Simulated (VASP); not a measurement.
Input for VASP

POSCAR:
```
MnB
1
    5.0487840000     0.0000000000     0.0000000000
   -2.5243910000     4.3723750000     0.0000000000
    0.0000000000     0.0000000000     4.0739350000
Mn B
3 3
Direct
  0.5000000000   0.0000000000   0.0000000000
  0.5000000000   0.5000000000   0.0000000000
  0.0000000000   0.5000000000   0.0000000000
  0.0000000000   0.0000000000   0.0000000000
  0.3333330000   0.6666670000   0.5000000000
  0.6666670000   0.3333330000   0.5000000000
```

KPOINTS:
```
Automatic mesh
0
G
  3 3 4
0 0 0
```

### INCAR
```
# general
SYSTEM  = MnB
PREC    = Accurate
ENCUT   = 400   # plane-wave cut-off (eV)
LREAL   = F
LASPH   = T   # aspherical one-centre terms

# electronic loop
EDIFF   = 1E-6   # SCF stop (eV)
NELM    = 100
ALGO    = Normal   # blocked Davidson
LMAXMIX = 4

# smearing
ISMEAR  = -1   # Fermi-Dirac
SIGMA   = 0.1   # width (eV)

# functional
GGA     = PE   # PBE

# spin
ISPIN   = 2
MAGMOM  = 3*4.0 3*0.0

# ions
IBRION  = 2
NSW     = 50   # most ionic steps
ISIF    = 3   # ions, shape and volume
EDIFFG  = -0.01   # ionic stop

# output
LWAVE   = F
LCHARG  = F
LORBIT  = 11   # lm-projected
```

POTCAR, in this order: Mn_pv B (PBE.64 set). Program: vasp_std.

Question: Write an equivalent input for Quantum ESPRESSO's pw.x.

Answer: One equivalent input (not run):
```
&CONTROL
  calculation = 'vc-relax'
  pseudo_dir = './pseudo'
  outdir = './out'
  tprnfor = .true.
  tstress = .true.
  nstep = 50
  forc_conv_thr = 0.00039
/
&SYSTEM
  ibrav = 0
  nat = 6
  ntyp = 2
  ecutwfc = 96
  occupations = 'smearing'
  smearing = 'fermi-dirac'
  degauss = 0.00735
  input_dft = 'pbe'
  nspin = 2
  starting_magnetization(1) = 0.4
/
&ELECTRONS
  conv_thr = 7.3e-08
  electron_maxstep = 100
/
&IONS
/
&CELL
/
ATOMIC_SPECIES
  Mn 54.938 Mn.upf
  B 10.810 B.upf
CELL_PARAMETERS angstrom
     5.0487840    0.0000000    0.0000000
    -2.5243910    4.3723750    0.0000000
     0.0000000    0.0000000    4.0739350
ATOMIC_POSITIONS crystal
  Mn   0.5000000  0.0000000  0.0000000
  Mn   0.5000000  0.5000000  0.0000000
  Mn   0.0000000  0.5000000  0.0000000
  B    0.0000000  0.0000000  0.0000000
  B    0.3333330  0.6666670  0.5000000
  B    0.6666670  0.3333330  0.5000000
K_POINTS automatic
  3 3 4 0 0 0
```
What does not carry over: the potentials are each code's own (VASP's PAW set, PseudoDojo norm-conserving files in pw.x), so ENCUT and ecutwfc are chosen apart and not converted; conv_thr bounds pw.x's estimated SCF error, while EDIFF bounds the energy change between steps; starting_magnetization is a fraction of the valence charge and MAGMOM a moment in μB, so they match only roughly; forc_conv_thr acts on force components and is met together with etot_conv_thr.

The structure was generated: MnB was put into an ordered model structure, which need not be its known phase. This run relaxes it. Symmetry was kept, so distortions that lower it aren't found. The k-mesh is coarse (spacing up to 0.53 per Å, 2π included), so the numbers may not be converged in it. The run is one of a series of settings (EDIFFG = -0.01, IBRION = 2, ISIF = 3, NSW = 50 against the base run), some of them coarse on purpose.
